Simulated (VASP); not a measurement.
Here is the system:

```yaml
crystal:
  lattice:
    - [0.00000, 1.93966, 1.93966]
    - [1.93966, 0.00000, 1.93966]
    - [1.93966, 1.93966, 0.00000]
  atoms:
    - { symbol: Re, position: [0.00000, 0.00000, 0.00000] }
```

The numbers are results of PBEsol GGA with spin-orbit coupling, VASP's PBE PAW potentials (set 64) (plane waves; VASP), not measurements. Settings: 400 eV cut-off, 15×15×15 Γ-centred mesh, Gaussian smearing of 0.050 eV, potentials Re.

**Question.** Give the energies of bands 1 to 12 at the high-symmetry points, in eV from the Fermi level.

**Answer.** 
```csv
band,Γ,X,U,L,W
1,-10.21,-6.93,-5.77,-6.96,-5.09
2,-10.21,-6.93,-5.77,-6.96,-5.09
3,-2.18,-6.05,-4.63,-2.48,-3.38
4,-2.18,-6.05,-4.63,-2.48,-3.38
5,-2.18,2.63,-1.20,-1.86,-3.23
6,-2.18,2.63,-1.20,-1.86,-3.23
7,-1.58,3.73,1.48,0.14,0.23
8,-1.58,3.73,1.48,0.14,0.23
9,1.36,4.37,3.55,3.67,4.67
10,1.36,4.37,3.55,3.67,4.67
11,1.36,5.07,7.74,4.13,10.09
12,1.36,5.07,7.74,4.13,10.09
```

It has no gap at this level: it comes out as a metal or semimetal.

The structure was generated: Re was put into the fcc type (Fm-3m), which need not be its known phase. It was relaxed first.
